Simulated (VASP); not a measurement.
An input for Quantum ESPRESSO's pw.x (written as the equivalent of a VASP run, and not itself run):

```
&CONTROL
  calculation = 'vc-relax'
  pseudo_dir = './pseudo'
  outdir = './out'
  tprnfor = .true.
  tstress = .true.
  nstep = 30
  forc_conv_thr = 0.00039
/
&SYSTEM
  ibrav = 0
  nat = 6
  ntyp = 2
  ecutwfc = 84
  occupations = 'smearing'
  smearing = 'gaussian'
  degauss = 0.003675
  input_dft = 'vdw-df-obk8'
/
&ELECTRONS
  conv_thr = 7.3e-09
  electron_maxstep = 100
/
&IONS
/
&CELL
  cell_dofree = 'shape'
/
ATOMIC_SPECIES
  Mg 24.305 Mg.upf
  H 1.008 H.upf
CELL_PARAMETERS angstrom
     4.4851655    0.0000000    0.0000000
     0.0000000    4.4851655    0.0000000
     0.0000000    0.0000000    2.9959975
ATOMIC_POSITIONS crystal
  Mg   0.0000000  0.0000000  0.0000000
  Mg   0.5000000  0.5000000  0.5000000
  H    0.3043044  0.3043044  0.0000000
  H    0.8043044  0.1956956  0.5000000
  H    0.1956956  0.8043044  0.5000000
  H    0.6956956  0.6956956  0.0000000
K_POINTS automatic
  5 5 7 0 0 0
```

Task: Translate this input to VASP (INCAR, KPOINTS, POSCAR, choice of POTCAR).

Result: One answer among several that fit: 
POSCAR:
```
MgH2
1.0
  4.4851654907   0.0000000000   0.0000000000
  0.0000000000   4.4851654907   0.0000000000
  0.0000000000   0.0000000000   2.9959975163
Mg H
2 4
direct
  0.0000000000   0.0000000000   0.0000000000
  0.5000000000   0.5000000000   0.5000000000
  0.3043043859   0.3043043859   0.0000000000
  0.8043043859   0.1956956141   0.5000000000
  0.1956956141   0.8043043859   0.5000000000
  0.6956956141   0.6956956141   0.0000000000
```

KPOINTS:
```
Automatic
0
Gamma
 5 5 7
0 0 0
```

INCAR:
```
SYSTEM = MgH2
PREC = Accurate
ENCUT = 520
EDIFF = 1E-7
NELM = 100
ALGO = Normal
LREAL = .FALSE.
LASPH = .TRUE.
ISMEAR = 0
SIGMA = 0.05
GGA = BO
PARAM1 = 0.1833333333
PARAM2 = 0.22
LUSE_VDW = .TRUE.
AGGAC = 0.0
LWAVE = .FALSE.
LCHARG = .FALSE.
ISIF = 4
IBRION = 2
NSW = 30
EDIFFG = -0.01
```

POTCAR, in this order: Mg H (PBE.64 set). Program: vasp_std.

What does not carry over: the potentials are each code's own (VASP's PAW set, PseudoDojo norm-conserving files in pw.x), so ENCUT and ecutwfc are chosen apart and not converted; conv_thr bounds pw.x's estimated SCF error, while EDIFF bounds the energy change between steps; forc_conv_thr acts on force components and is met together with etot_conv_thr.

The compound is MgH2 in the rutile structure. This run relaxes it. Symmetry was kept, so distortions that lower it aren't found.
